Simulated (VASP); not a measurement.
Here is the system:

```
CELL_PARAMETERS angstrom
      0.00000     2.96811     2.96811
      2.96811     0.00000     2.96811
      2.96811     2.96811     0.00000
ATOMIC_POSITIONS crystal
  Li 0.25000 0.25000 0.25000
  Li 0.75000 0.75000 0.75000
  Se 0.00000 0.00000 0.00000
```

Calculation: PBE GGA with D4 dispersion, VASP's PBE PAW potentials (set 64) (plane waves; VASP 6.6.1). Run with 520 eV cut-off, 7×7×7 Γ-centred mesh, tetrahedra with Blöchl corrections, potentials Li_sv Se.

Question: What does the run give for the energy per atom (σ→0)?

Answer: 
| Property | Value |
|---|---|
| energy per atom (σ→0) | -3.828 eV/atom |

Total energies compare only between runs with the same potentials, cut-off and functional.

The compound is Li2Se in the antifluorite structure. It was relaxed first.
